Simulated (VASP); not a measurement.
An input for Ansatz (written as the equivalent of a VASP run, and not itself run):

Ansatz 0.2 input:
```yaml
crystal:
  lattice:
    - [4.4656485, 0.0000000, 0.0000000]
    - [0.0000000, 4.4656485, 0.0000000]
    - [0.0000000, 0.0000000, 4.4656485]
  atoms:
    - { symbol: Ni, position: [0.1492933, 0.1492933, 0.1492933], spin: 2 }
    - { symbol: Ni, position: [0.6492933, 0.3507067, 0.8507067], spin: 2 }
    - { symbol: Ni, position: [0.8507067, 0.6492933, 0.3507067], spin: 2 }
    - { symbol: Ni, position: [0.3507067, 0.8507067, 0.6492933], spin: 2 }
    - { symbol: Si, position: [0.8468407, 0.8468407, 0.8468407] }
    - { symbol: Si, position: [0.3468407, 0.6531593, 0.1531593] }
    - { symbol: Si, position: [0.1531593, 0.3468407, 0.6531593] }
    - { symbol: Si, position: [0.6531593, 0.1531593, 0.3468407] }
kpoints:
  mp_grid: { grid: [6, 6, 6] }
hamiltonian:
  xc: r2scan
  pseudopotentials: { kind: paw }
magnetization: { spin_polarized: true }
scf:
  occupations: { method: methfessel_paxton, width: 0.1 }
  max_iter: 100
relax:
  max_steps: 60
  f_tol: 0.02
  cell: {}
output: { forces: true, stress: true, eigenvalues: true }
```

Q: Translate this input to VASP (INCAR, KPOINTS, POSCAR, choice of POTCAR).

A: Several could match; the one computed here: 
KPOINTS:
```
Automatic mesh
0
Gamma
6 6 6
0 0 0
```

File POSCAR:
```
SiNi
1
    4.4656485014     0.0000000000     0.0000000000
   -0.0000000000     4.4656485014    -0.0000000000
   -0.0000000000    -0.0000000000     4.4656485014
Ni Si
4 4
Direct
  0.1492932537   0.1492932537   0.1492932537
  0.6492932537   0.3507067463   0.8507067463
  0.8507067463   0.6492932537   0.3507067463
  0.3507067463   0.8507067463   0.6492932537
  0.8468406614   0.8468406614   0.8468406614
  0.3468406614   0.6531593386   0.1531593386
  0.1531593386   0.3468406614   0.6531593386
  0.6531593386   0.1531593386   0.3468406614
```

### INCAR
```
# general
SYSTEM =SiNi
PREC   =Accurate
ENCUT  =400
LREAL  =F
LASPH  =T

# electronic loop
EDIFF  =1E-6
NELM   =100
ALGO   =Normal
LMAXMIX=4
LMIXTAU=T

# smearing
ISMEAR =1
SIGMA  =0.1

# functional
METAGGA=R2SCAN

# spin
ISPIN  =2
MAGMOM =4*2.0 4*0.0

# ions
IBRION =2
NSW    =60
ISIF   =3
EDIFFG =-0.02

# output
LWAVE  =F
LCHARG =F
LORBIT =10
```

POTCAR, in this order: Ni Si (PBE.64 set). Program: vasp_std.

Limits of the translation: each code has its own PAW files, so the cut-off isn't converted (ENCUT is set for VASP's; basis.ecutwfc is left out, and Ansatz then takes the one that its files recommend); Ansatz stops its SCF on the density residual and VASP on the energy change (EDIFF).

The structure was generated: SiNi was put into the FeSi type (P2_13), which need not be its known phase. This run relaxes it. Symmetry was kept, so distortions that lower it aren't found. The start is the result of an earlier pass.
